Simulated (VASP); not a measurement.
Given:

```yaml
crystal:
  lattice:
    - [0.00000, 2.99208, 2.99208]
    - [2.99208, 0.00000, 2.99208]
    - [2.99208, 2.99208, 0.00000]
  atoms:
    - { symbol: Cu, position: [0.50000, 0.50000, 0.50000] }
    - { symbol: Cu, position: [0.75000, 0.75000, 0.75000] }
    - { symbol: Cu, position: [0.25000, 0.25000, 0.25000] }
    - { symbol: Sn, position: [0.00000, 0.00000, 0.00000] }
```

These are LDA (Ceperley-Alder, Perdew-Zunger), VASP's LDA PAW potentials (set 64) (plane waves; VASP 6.6.1) values and carry that method's errors. Numerical set-up: 400 eV cut-off, Gaussian smearing of 0.050 eV, potentials Cu Sn_d.

Unless said otherwise, spin-orbit coupling is left out, though it shifts the bands of the heavy elements here.

Problem. What does the run give for the band gap (along the path) with the smallest direct gap where there is one?

Solution. 
| Quantity | Result |
|---|---|
| band gap (along the path) | none (metal, semimetal or under 0.01 eV) |

Total energies compare only between runs with the same potentials, cut-off and functional.

The structure comes from a computed database's Cu3Sn entry (Fm-3m); how it stands against other phases isn't given here. It was relaxed first, which changed the volume by -9 %. The electron count is odd and the run is not spin-polarised, which forces a metal.
